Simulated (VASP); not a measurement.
Input of a VASP 6.6.1 run:

Contents of INCAR:

```
SYSTEM = C
  ALGO = Normal
  EDIFF = 1E-7
  ENCUT = 520
  GGA = PE
  ISIF = 2
  ISMEAR = 0
  LASPH = .True.
  LCHARG = .False.
  LREAL = .False.
  LWAVE = .False.
  NELM = 100
  PREC = Accurate
  SIGMA = 0.02
```

File KPOINTS:

```
k-points
0
Gamma
  16 16 16
  0 0 0
```

File POSCAR:

```
C
1.0
    0.0000000000      1.7833700000      1.7833700000
    1.7833700000      0.0000000000      1.7833700000
    1.7833700000      1.7833700000      0.0000000000
C
2
Direct
    0.0000000000      0.0000000000      0.0000000000
    0.2500000000      0.2500000000      0.2500000000
```

Potentials or basis: VASP PAW PBE potentials, release 64 (C).

Run with:

```sh
$ cat potpaw_PBE.64/C/POTCAR > POTCAR
$ mpirun -np 1 vasp_std > vasp.out
```

Question: Predict the pressure.

Answer: 2.5 GPa.

Question: Predict the band gap on the k mesh.

Answer: 4.13 eV, indirect (least direct gap 5.59 eV).

A k mesh can miss the band edges. As with any semilocal functional, this PBE gap is likely too small.
